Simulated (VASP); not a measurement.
Consider the following.

```xyz
2
Lattice="2.6493 0.0000 0.0000 0.0000 2.6493 0.0000 0.0000 0.0000 2.6493" Properties=species:S:1:pos:R:3 pbc="T T T"
Zn     0.0000     0.0000     0.0000
O      1.3246     1.3246     1.3246
```

The numbers are results of PBEsol GGA, VASP's PBE PAW potentials (set 64) (plane waves; VASP), not measurements. Run with 620 eV cut-off, 14×14×14 Γ-centred mesh, first-order Methfessel-Paxton smearing of 0.10 eV, potentials Zn O.

Question: Predict the energy per atom (σ→0), band gap (on the k-mesh) with the smallest direct gap where there is one.

Answer: 
* **band gap (on the k-mesh)**: none (metal, semimetal or under 0.01 eV)
* **energy per atom (σ→0)**: -4.181 eV/atom

The absolute energy has meaning only against runs of the same code, potentials and settings.

The structure was generated: ZnO was put into the CsCl type type (Pm-3m), which need not be its known phase. It was relaxed first, which changed the volume by +27 %.
